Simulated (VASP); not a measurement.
# Band gap of AlN at several levels of theory, part 2 of 2

Aim: the gap of AlN on one structure at many levels of theory. The starting structure is a measured crystal structure from the Crystallography Open Database. Cell and atoms stay as given. Meshes and data sets differ where the inputs say so.

VASP 6.6.1.

Results so far: LDA 4.186 eV; PBE 4.165 eV; r2SCAN 4.837 eV.

## 5. Bands with TB-mBJ

Level of this step: TB-mBJ; plane waves and PAW (Al, N) (VASP).

TB-mBJ is a local potential fitted to gaps: it costs far less than a hybrid but gives no energy. Its energies, forces and stress mean nothing.

INCAR

```
SYSTEM = AlN
PREC = Accurate
ENCUT = 460
EDIFF = 1E-06
NELM = 150
ISMEAR = 0
SIGMA = 0.03
LREAL = .FALSE.
ALGO = Normal
METAGGA = MBJ
LASPH = .TRUE.
NBANDS = 22
LORBIT = 11
LWAVE = .FALSE.
LCHARG = .FALSE.
KPAR = 4
```

POSCAR

```
AlN
1.0
    3.1110000000      0.0000000000      0.0000000000
   -1.5555000000      2.6942050312      0.0000000000
    0.0000000000      0.0000000000      4.9780000000
Al N
2 2
Direct
    0.6666666667      0.3333333333      0.5000000000
    0.3333333333      0.6666666667      0.0000000000
    0.6666666667      0.3333333333      0.8850000000
    0.3333333333      0.6666666667      0.3850000000
```

KPOINTS

```
Automatic mesh
0
Gamma
8 8 4
0 0 0
```

KPOINTS_OPT

```
Line mode
10
Line-mode
Reciprocal
  0.00000000   0.00000000   0.00000000 GAMMA
  0.50000000   0.00000000   0.00000000 M

  0.50000000   0.00000000   0.00000000 M
  0.33333333   0.33333333   0.00000000 K

  0.33333333   0.33333333   0.00000000 K
  0.00000000   0.00000000   0.00000000 GAMMA

  0.00000000   0.00000000   0.00000000 GAMMA
  0.00000000   0.00000000   0.50000000 A

  0.00000000   0.00000000   0.50000000 A
  0.50000000   0.00000000   0.50000000 L

  0.50000000   0.00000000   0.50000000 L
  0.33333333   0.33333333   0.50000000 H

  0.33333333   0.33333333   0.50000000 H
  0.00000000   0.00000000   0.50000000 A

  0.50000000   0.00000000   0.50000000 L
  0.50000000   0.00000000   0.00000000 M

  0.33333333   0.33333333   0.00000000 K
  0.33333333   0.33333333   0.50000000 H
```

The projector-augmented-wave data sets are Al and N (PBE family, release 64).

Launch:

```console
$ mpirun -np 4 vasp_std
```

Numbers of over 12 decimals in the logs are rounded to 6 here.

What it wrote:

```text
[banner, memory and clock lines left out]
running    4 mpi-ranks, on    1 nodes
[...]
[... a notice as in an earlier step ...]

 LDA part: xc-table for (None), standard interpolation
 POSCAR, INCAR and KPOINTS ok, starting setup
[...]
entering main loop
       N       E                     dE             d eps       ncg     rms          rms(c)
DAV:   1     0.976894496226E+02    0.97689E+02   -0.62827E+03  1328   0.585E+02
DAV:   2     0.359883872990E+02   -0.61701E+02   -0.58261E+02  1670   0.147E+02
DAV:   3     0.335512456889E+02   -0.24371E+01   -0.24227E+01  1662   0.268E+01
DAV:   4     0.335387492888E+02   -0.12496E-01   -0.12496E-01  1500   0.215E+00
[...]
DAV:  57     0.448490932673E+02   -0.50997E-05   -0.14477E-11   660   0.212E-05    0.253E-06
DAV:  58     0.448490962226E+02    0.29552E-05   -0.86564E-12   660   0.142E-05    0.541E-06
DAV:  59     0.448490953757E+02   -0.84691E-06   -0.12865E-12   660   0.866E-06
   1 F= 0.44849095E+02 E0= 0.44849095E+02  d E =-.438787E-16
 Start KPOINTS_OPT (optional k-point list driver)
k-point batch [1-30\90]
       N       E                     dE             ncg
DAV:   1     0.227450048059E+04   -0.10010E+05     1320
DAV:   2     0.500085989124E+03   -0.17744E+04     1654
DAV:   3     0.430604133306E+03   -0.69482E+02     1638
DAV:   4     0.430111854563E+03   -0.49228E+00     1548
DAV:   5     0.430104032393E+03   -0.78222E-02     1604
DAV:   6     0.430103871164E+03   -0.16123E-03     1518
DAV:   7     0.430103867543E+03   -0.36206E-05     1512
DAV:   8     0.430103867375E+03   -0.16850E-06     1066
[...]
k-point batch [61-90\90]
       N       E                     dE             ncg
DAV:   1     0.215847656589E+04   -0.14610E+05     1320
DAV:   2     0.425290570948E+03   -0.17332E+04     1672
DAV:   3     0.366671934235E+03   -0.58619E+02     1656
DAV:   4     0.366225951708E+03   -0.44598E+00     1506
DAV:   5     0.366218349944E+03   -0.76018E-02     1652
DAV:   6     0.366218191194E+03   -0.15875E-03     1464
DAV:   7     0.366218187536E+03   -0.36582E-05     1628
DAV:   8     0.366218187435E+03   -0.10026E-06     1058
```

Run time: 87 s. Hardware: 4 MPI ranks of AMD EPYC 7R43, shared host; peak memory 0.5 GiB; 5.5 min of CPU time.

From OUTCAR (step 5):

```text
  Total       42.7328929     42.7328929     43.0025326     -0.0000000      0.0000000      0.0000000
  in kB     1640.9197053   1640.9197053   1651.2737230     -0.0000000      0.0000000      0.0000000
  external PRESSURE =    1644.3710445 kB  Pullay stress =       0.0000000 kB

 POSITION                                       TOTAL-FORCE (eV/Angst)
 -----------------------------------------------------------------------------------
      1.55550      0.89807      2.48900         0.000000     -0.000000      0.201164
     -0.00000      1.79614      0.00000        -0.000000      0.000000      0.201164
      1.55550      0.89807      4.40553        -0.000000      0.000000     -0.201164
     -0.00000      1.79614      1.91653        -0.000000     -0.000000     -0.201164
 -----------------------------------------------------------------------------------
    total drift:                                0.000000      0.000000      0.122677

  FREE ENERGIE OF THE ION-ELECTRON SYSTEM (eV)
  ---------------------------------------------------
  free  energy   TOTEN  =        44.8490953757 eV

  energy  without entropy=       44.8490953757  energy(sigma->0) =       44.84909538

[... 2 parts as in an earlier step ...]

[... 1 further part left out ...]
[key lines of the parts left out:]
E-fermi :   6.4145
```

TB-mBJ gives a direct gap of 5.320 eV. The least gap is +1.134 eV from that of LDA.

## 6. Bands with HSE06

HSE06 mixes in a quarter of exact exchange at short range, at far higher cost; in semiconductors this cures much of the gap error, while metals seldom gain. This run uses a 5×5×3 mesh. Its starting orbitals come from a semilocal run on the same mesh, not shown.

INCAR

```
SYSTEM = AlN
PREC = Accurate
ENCUT = 460
EDIFF = 1E-06
NELM = 100
ISMEAR = 0
SIGMA = 0.03
LREAL = .FALSE.
ALGO = Normal
LHFCALC = .TRUE.
AEXX = 0.25
GGA = PE
HFSCREEN = 0.2
LASPH = .TRUE.
NBANDS = 14
PRECFOCK = Fast
LORBIT = 11
LWAVE = .FALSE.
LCHARG = .FALSE.
KPAR = 4
```

POSCAR is that of step 5.

KPOINTS

```
Automatic mesh
0
Gamma
5 5 3
0 0 0
```

KPOINTS_OPT is that of step 5.

Launch:

```console
$ mpirun -np 4 vasp_std
```

What it wrote:

```text
[banner, memory and clock lines left out]
running    4 mpi-ranks, on    1 nodes
[...]
LDA part: xc-table for (Slater+PW92), standard interpolation
 found WAVECAR, reading the header
 POSCAR, INCAR and KPOINTS ok, starting setup
[...]
reading WAVECAR
 the WAVECAR file was read successfully
 initial charge from wavefunction
 entering main loop
       N       E                     dE             d eps       ncg     rms          rms(c)
DAV:   1    -0.349544438744E+02   -0.34954E+02   -0.15006E+00   370   0.905E+00    0.130E+01
DAV:   2    -0.349602299479E+02   -0.57861E-02   -0.42160E-02   362   0.177E+00    0.891E+00
DAV:   3    -0.349557592158E+02    0.44707E-02   -0.67238E-03   340   0.610E-01    0.552E+00
DAV:   4    -0.349552413279E+02    0.51789E-03   -0.96167E-04   358   0.218E-01    0.331E+00
[...]
DAV:   9    -0.349547671891E+02    0.33883E-05   -0.10989E-06   224   0.920E-03    0.215E-01
DAV:  10    -0.349547661188E+02    0.10703E-05   -0.51208E-07   236   0.629E-03    0.121E-01
DAV:  11    -0.349547660162E+02    0.10263E-06   -0.15739E-07   212   0.366E-03
   1 F= -.34954766E+02 E0= -.34954766E+02  d E =-.428356E-18
 Start KPOINTS_OPT (optional k-point list driver)
k-point batch [1-10\90]
       N       E                     dE             ncg
DAV:   1     0.768253810002E+03   -0.20834E+04      280
DAV:   2     0.255262190842E+02   -0.74273E+03      348
DAV:   3    -0.428541708392E+02   -0.68380E+02      352
DAV:   4    -0.439303151780E+02   -0.10761E+01      364
DAV:   5    -0.439426728321E+02   -0.12358E-01      374
DAV:   6    -0.439428611926E+02   -0.18836E-03      360
DAV:   7    -0.439428655267E+02   -0.43341E-05      316
DAV:   8    -0.439428656639E+02   -0.13717E-06      260
[...]
k-point batch [81-90\90]
       N       E                     dE             ncg
DAV:   1     0.511445350367E+03   -0.59636E+04      280
DAV:   2    -0.961577394541E+02   -0.60760E+03      356
DAV:   3    -0.140767002963E+03   -0.44609E+02      376
DAV:   4    -0.141494315592E+03   -0.72731E+00      394
DAV:   5    -0.141502545870E+03   -0.82303E-02      388
DAV:   6    -0.141502708004E+03   -0.16213E-03      364
DAV:   7    -0.141502711730E+03   -0.37257E-05      316
DAV:   8    -0.141502711845E+03   -0.11507E-06      260
```

The job ended after 11 min (4 MPI ranks; peak memory 0.85 GiB; 43 min of CPU time).

OUTCAR, selected parts (step 6):

```text
 POSITION                                       TOTAL-FORCE (eV/Angst)
 -----------------------------------------------------------------------------------
      1.55550      0.89807      2.48900        -0.000000      0.000000      0.185366
     -0.00000      1.79614      0.00000         0.000000     -0.000000      0.185366
      1.55550      0.89807      4.40553        -0.000000      0.000000     -0.185366
     -0.00000      1.79614      1.91653         0.000000     -0.000000     -0.185366
 -----------------------------------------------------------------------------------
    total drift:                                0.000000      0.000000      0.000745

  FREE ENERGIE OF THE ION-ELECTRON SYSTEM (eV)
  ---------------------------------------------------
  free  energy   TOTEN  =       -34.9547660162 eV

  energy  without entropy=      -34.9547660162  energy(sigma->0) =      -34.95476602

[... 1 part as in an earlier step ...]

[... 2 further parts left out ...]
[key lines of the parts left out:]
E-fermi :   5.4824
```

HSE06 gives a direct gap of 5.529 eV. The least gap is +1.342 eV from that of LDA, on another mesh, which alone can move a gap by some hundredths of an eV.

## 7. Bands with PBE0

PBE0 keeps a quarter of exact exchange at all ranges; it tends to overshoot small gaps. This run uses a 5×5×3 mesh. It starts from the orbitals of an earlier run, not shown.

INCAR: that of step 6 with these lines changed.

```diff
@@ -12,3 +12,2 @@
 GGA = PE
-HFSCREEN = 0.2
 LASPH = .TRUE.
@@ -16,2 +15,3 @@
 PRECFOCK = Fast
+HFRCUT = -1
 LORBIT = 11
```

POSCAR is that of step 6.

KPOINTS is that of step 6.

KPOINTS_OPT is that of step 6.

Launch:

```console
$ mpirun -np 4 vasp_std
```

What it wrote:

```text
[banner, memory and clock lines left out]
running    4 mpi-ranks, on    1 nodes
[...]
LDA part: xc-table for (Slater+PW92), standard interpolation
 found WAVECAR, reading the header
 POSCAR, INCAR and KPOINTS ok, starting setup
[...]
HFRCUT set to (new)   9.073734
 reading WAVECAR
 the WAVECAR file was read successfully
 initial charge from wavefunction
 entering main loop
       N       E                     dE             d eps       ncg     rms          rms(c)
DAV:   1    -0.367178969072E+02   -0.36718E+02   -0.14811E+00   378   0.896E+00    0.131E+01
DAV:   2    -0.367287597156E+02   -0.10863E-01   -0.42434E-02   362   0.175E+00    0.937E+00
DAV:   3    -0.367237041175E+02    0.50556E-02   -0.73827E-03   346   0.647E-01    0.582E+00
DAV:   4    -0.367232656204E+02    0.43850E-03   -0.14567E-03   352   0.271E-01    0.351E+00
[...]
DAV:   8    -0.367228092994E+02    0.11977E-04   -0.24584E-06   300   0.141E-02    0.410E-01
DAV:   9    -0.367228055578E+02    0.37416E-05   -0.12400E-06   218   0.971E-03    0.238E-01
DAV:  10    -0.367228045701E+02    0.98770E-06   -0.50415E-07   224   0.616E-03
   1 F= -.36722805E+02 E0= -.36722805E+02  d E =-.114042E-25
 Start KPOINTS_OPT (optional k-point list driver)
k-point batch [1-10\90]
       N       E                     dE             ncg
DAV:   1     0.723173609625E+03   -0.21285E+04      280
DAV:   2    -0.378901652542E+02   -0.76106E+03      356
DAV:   3    -0.105411238053E+03   -0.67521E+02      352
DAV:   4    -0.106406692839E+03   -0.99545E+00      364
DAV:   5    -0.106418567959E+03   -0.11875E-01      374
DAV:   6    -0.106418752661E+03   -0.18470E-03      360
DAV:   7    -0.106418757120E+03   -0.44590E-05      316
DAV:   8    -0.106418757266E+03   -0.14510E-06      260
[...]
k-point batch [81-90\90]
       N       E                     dE             ncg
DAV:   1     0.455356200801E+03   -0.60197E+04      280
DAV:   2    -0.160651476478E+03   -0.61601E+03      356
DAV:   3    -0.204362846147E+03   -0.43711E+02      376
DAV:   4    -0.205069084038E+03   -0.70624E+00      394
DAV:   5    -0.205077245701E+03   -0.81617E-02      370
DAV:   6    -0.205077422609E+03   -0.17691E-03      364
DAV:   7    -0.205077426808E+03   -0.41992E-05      316
DAV:   8    -0.205077426942E+03   -0.13397E-06      260
```

Elapsed: 8.9 min, on 4 MPI ranks; peak memory 0.53 GiB; 34 min of CPU time.

From OUTCAR (step 7):

```text
 POSITION                                       TOTAL-FORCE (eV/Angst)
 -----------------------------------------------------------------------------------
      1.55550      0.89807      2.48900        -0.000000      0.000000      0.186026
     -0.00000      1.79614      0.00000         0.000000     -0.000000      0.186026
      1.55550      0.89807      4.40553        -0.000000      0.000000     -0.186026
     -0.00000      1.79614      1.91653         0.000000     -0.000000     -0.186026
 -----------------------------------------------------------------------------------
    total drift:                                0.000000      0.000000      0.000868

  FREE ENERGIE OF THE ION-ELECTRON SYSTEM (eV)
  ---------------------------------------------------
  free  energy   TOTEN  =       -36.7228045701 eV

  energy  without entropy=      -36.7228045701  energy(sigma->0) =      -36.72280457

[... 2 parts as in an earlier step ...]

[... 1 further part left out ...]
[key lines of the parts left out:]
E-fermi :   5.1500
```

PBE0 gives a direct gap of 6.246 eV. The least gap is +2.059 eV from that of LDA, on another mesh, which alone can move a gap by some hundredths of an eV.

## 8. Bands with r2SCAN-EpsX

Here the share of exact exchange is set to the inverse of the computed dielectric constant, since screening weakens exchange. This run uses a 5×5×3 mesh. It starts from the orbitals of an earlier run, not shown.

INCAR: that of step 7 with these lines changed.

```diff
@@ -10,4 +10,4 @@
 LHFCALC = .TRUE.
-AEXX = 0.25
-GGA = PE
+AEXX = 0.222
+METAGGA = R2SCAN
 LASPH = .TRUE.
```

POSCAR is that of step 7.

KPOINTS is that of step 7.

KPOINTS_OPT is that of step 7.

Launch:

```console
$ mpirun -np 4 vasp_std
```

What it wrote:

```text
[banner, memory and clock lines left out]
running    4 mpi-ranks, on    1 nodes
[...]
[... a notice as in an earlier step ...]

 LDA part: xc-table for (None), standard interpolation
 found WAVECAR, reading the header
 POSCAR, INCAR and KPOINTS ok, starting setup
[...]
HFRCUT set to (new)   9.073734
 reading WAVECAR
 the WAVECAR file was read successfully
 initial charge from wavefunction
 entering main loop
       N       E                     dE             d eps       ncg     rms          rms(c)
DAV:   1    -0.426278822198E+02   -0.42628E+02   -0.22863E+00   310   0.123E+01    0.114E+01
DAV:   2    -0.426585765253E+02   -0.30694E-01   -0.19552E-01   372   0.380E+00    0.115E+01
DAV:   3    -0.426510025773E+02    0.75739E-02   -0.23017E-02   346   0.115E+00    0.836E+00
DAV:   4    -0.426492405793E+02    0.17620E-02   -0.28758E-03   358   0.406E-01    0.505E+00
[...]
DAV:  14    -0.426476629732E+02   -0.18428E-05   -0.36305E-08   212   0.163E-03    0.522E-03
DAV:  15    -0.426476640054E+02   -0.10322E-05   -0.19584E-08   212   0.119E-03    0.125E-03
DAV:  16    -0.426476645129E+02   -0.50749E-06   -0.56822E-09   212   0.689E-04
   1 F= -.42647665E+02 E0= -.42647665E+02  d E =-.380391E-12
 Start KPOINTS_OPT (optional k-point list driver)
k-point batch [1-10\90]
       N       E                     dE             ncg
DAV:   1     0.717310528539E+03   -0.21344E+04      280
DAV:   2    -0.591233737031E+02   -0.77643E+03      356
DAV:   3    -0.123588933437E+03   -0.64466E+02      352
DAV:   4    -0.124496342989E+03   -0.90741E+00      376
DAV:   5    -0.124506998300E+03   -0.10655E-01      374
DAV:   6    -0.124507177661E+03   -0.17936E-03      372
DAV:   7    -0.124507182330E+03   -0.46689E-05      322
DAV:   8    -0.124507182488E+03   -0.15822E-06      272
[...]
k-point batch [81-90\90]
       N       E                     dE             ncg
DAV:   1     0.445680949328E+03   -0.60293E+04      280
DAV:   2    -0.179822872077E+03   -0.62550E+03      356
DAV:   3    -0.221993949145E+03   -0.42171E+02      382
DAV:   4    -0.222649601079E+03   -0.65565E+00      400
DAV:   5    -0.222657181085E+03   -0.75800E-02      388
DAV:   6    -0.222657363689E+03   -0.18260E-03      370
DAV:   7    -0.222657368180E+03   -0.44909E-05      316
DAV:   8    -0.222657368325E+03   -0.14507E-06      260
```

Elapsed: 13 min, on 4 MPI ranks; peak memory 0.51 GiB; 49 min of CPU time.

Parts of OUTCAR (step 8):

```text
 POSITION                                       TOTAL-FORCE (eV/Angst)
 -----------------------------------------------------------------------------------
      1.55550      0.89807      2.48900         0.000000      0.000000      0.194761
     -0.00000      1.79614      0.00000        -0.000000      0.000000      0.194761
      1.55550      0.89807      4.40553        -0.000000     -0.000000     -0.194761
     -0.00000      1.79614      1.91653         0.000000     -0.000000     -0.194761
 -----------------------------------------------------------------------------------
    total drift:                                0.000000     -0.000000     -0.021531

  FREE ENERGIE OF THE ION-ELECTRON SYSTEM (eV)
  ---------------------------------------------------
  free  energy   TOTEN  =       -42.6476645129 eV

  energy  without entropy=      -42.6476645129  energy(sigma->0) =      -42.64766451

[... 2 parts as in an earlier step ...]

[... 1 further part left out ...]
[key lines of the parts left out:]
E-fermi :   5.0416
```

r2SCAN-EpsX gives a direct gap of 6.465 eV. The least gap is +2.279 eV from that of LDA, on another mesh, which alone can move a gap by some hundredths of an eV.

## 9. All runs side by side

```tsv
level	gap (eV)	least direct gap (eV)	mesh	core minutes
LDA	4.186	4.187	8×8×4	1.6
PBE	4.165	4.165	8×8×4	1.8
r2SCAN	4.837	4.837	8×8×4	6.61
TB-mBJ	5.32	5.32	8×8×4	5.81
HSE06	5.529	5.529	5×5×3	43.1
PBE0	6.246	6.246	5×5×3	35.5
r2SCAN-EpsX	6.465	6.465	5×5×3	50.8
```

Core minutes are wall time times ranks of the run shown, on a shared host.

## 10. Results

```json
{
  "gap, LDA": "4.186 eV",
  "gap, PBE": "4.165 eV",
  "gap, r2SCAN": "4.837 eV",
  "gap, TB-mBJ": "5.320 eV",
  "gap, HSE06": "5.529 eV",
  "gap, PBE0": "6.246 eV",
  "gap, r2SCAN-EpsX": "6.465 eV"
}
```

**Reading.** Without spin-orbit coupling the gap of AlN runs from 4.165 eV (PBE) to 6.465 eV (r2SCAN-EpsX). HSE06 gives +1.36 eV from PBE, on another mesh, which alone can move a gap by some hundredths of an eV. TB-mBJ lies -0.21 eV from HSE06, on another mesh, which alone can move a gap by some hundredths of an eV. LASPH is on in some of these runs and off in others, which adds a little to the differences. These are gaps between Kohn-Sham or generalised Kohn-Sham levels of a static lattice, without excitons or temperature. Further runs on this material are not shown.

[Lines on the potential files, build, host, timing and source positions are cut from VASP's logs without a mark.]

[Logs are printed without paths, hosts, clocks, repeated set-up lines and the standing remarks that a program may print on its own settings, such as how far it seeks lower states.]

[Hosts, paths, dates, database ids (printed as entryN), source tags and the programs' standing remarks are cut or masked in the printed files.]
